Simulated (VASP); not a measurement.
VASP input:

INCAR:
```
! general
SYSTEM   = BeS
PREC     = Accurate
ENCUT    = 520
LREAL    = F   ! projection in real space or not
LASPH    = T   ! aspherical one-centre terms

! electronic loop
EDIFF    = 1E-7   ! SCF stop (eV)
NELM     = 100
ALGO     = Normal

! smearing
ISMEAR   = -5   ! tetrahedra, Bloechl

! functional
GGA      = CX
LUSE_VDW = T
AGGAC    = 0.0

! ions
ISIF     = 2

! output
LWAVE    = F
LCHARG   = T
LORBIT   = 11   ! lm-projected
NEDOS    = 601   ! DOS grid
```

**POSCAR**
```
BeS
1
    0.0000000000     2.4337819620     2.4337819620
    2.4337819620    -0.0000000000     2.4337819620
    2.4337819620     2.4337819620     0.0000000000
Be S
1 1
Direct
  1.0000000000   0.0000000000   1.0000000000
  0.2500000000   0.2500000000   0.2500000000
```

File KPOINTS:
```
K-points
0
G
10 10 10
```

POTCAR, in this order: Be S (PBE.64 set). Program: vasp_std.

Translate this vdW-DF-cx calculation to Quantum ESPRESSO's pw.x.

One equivalent input (not run):
```
&CONTROL
  calculation = 'scf'
  pseudo_dir = './pseudo'
  outdir = './out'
  tprnfor = .true.
  tstress = .true.
/
&SYSTEM
  ibrav = 0
  nat = 2
  ntyp = 2
  ecutwfc = 88
  occupations = 'tetrahedra'
  input_dft = 'vdw-df-cx'
/
&ELECTRONS
  conv_thr = 7.3e-09
  electron_maxstep = 100
/
ATOMIC_SPECIES
  Be 9.012 Be.upf
  S 32.060 S.upf
CELL_PARAMETERS angstrom
     0.0000000    2.4337820    2.4337820
     2.4337820   -0.0000000    2.4337820
     2.4337820    2.4337820    0.0000000
ATOMIC_POSITIONS crystal
  Be   1.0000000  0.0000000  1.0000000
  S    0.2500000  0.2500000  0.2500000
K_POINTS automatic
  10 10 10 0 0 0
```
The two are equivalent in intent, not identical: the potentials are each code's own (VASP's PAW set, PseudoDojo norm-conserving files in pw.x), so ENCUT and ecutwfc are chosen apart and not converted; conv_thr bounds pw.x's estimated SCF error, while EDIFF bounds the energy change between steps.

The compound is BeS in the zinc blende structure. It was relaxed first.
